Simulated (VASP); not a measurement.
These are PBE GGA, VASP's PBE PAW potentials (set 64) (plane waves; VASP) values and carry that method's errors.

VASP input:

POSCAR:
```
PbSe
1.0
  0.0000000000   3.1684620789   3.1684620789
  3.1684620789   0.0000000000   3.1684620789
  3.1684620789   3.1684620789   0.0000000000
Pb Se
1 1
Cart
  0.0000000000   0.0000000000   0.0000000000
  3.1684620789   3.1684620789   3.1684620789
```

**KPOINTS**
```
K-points
0
G
 8 8 8
0 0 0
```

### INCAR
```
ALGO  =  Normal   ! blocked Davidson
GGA  =  PE
ENCUT  =  480
LASPH  =  .True.
LREAL  =  .False.   ! projection in real space or not
LCHARG  =  .False.
SIGMA  =  0.05   ! width (eV)
LWAVE  =  .False.
ISIF  =  2   ! forces and stress, cell fixed
ISMEAR  =  0   ! Gaussian
SYSTEM  =  PbSe
NELM  =  100   ! most electronic steps
EDIFF  =  1E-7   ! SCF stop (eV)
LMAXMIX  =  4   ! l cut-off of mixed one-centre charges
PREC  =  Accurate
```

POTCAR, in this order: Pb_d Se (PBE.64 set). Program: vasp_std.

Q: What does the run give for the energy per atom (σ→0), pressure?

A: 
```
Quantity                        Value
---------------------  --------------
energy per atom (σ→0)  -4.086 eV/atom
pressure                   -23.5 kbar
```

OSZICAR:
```
...
DAV:   8    -0.817268363795E+01   -0.39410E-02   -0.16577E-02   872   0.158E+00    0.194E-01
DAV:   9    -0.817207237457E+01    0.61126E-03   -0.31193E-03  1178   0.556E-01    0.781E-02
DAV:  10    -0.817219401586E+01   -0.12164E-03   -0.29412E-04   866   0.140E-01    0.232E-02
DAV:  11    -0.817220255007E+01   -0.85342E-05   -0.62043E-05   930   0.902E-02    0.492E-03
DAV:  12    -0.817220302341E+01   -0.47333E-06   -0.34928E-06  1064   0.159E-02    0.136E-03
DAV:  13    -0.817220313697E+01   -0.11356E-06   -0.42745E-07   872   0.446E-03    0.161E-03
DAV:  14    -0.817220321015E+01   -0.73183E-07   -0.25685E-08   682   0.153E-03
   1 F= -.81722032E+01 E0= -.81722032E+01  d E =-.867660E-13
```

The compound is PbSe in the rock salt structure. This cell was strained or had an atom moved on purpose.
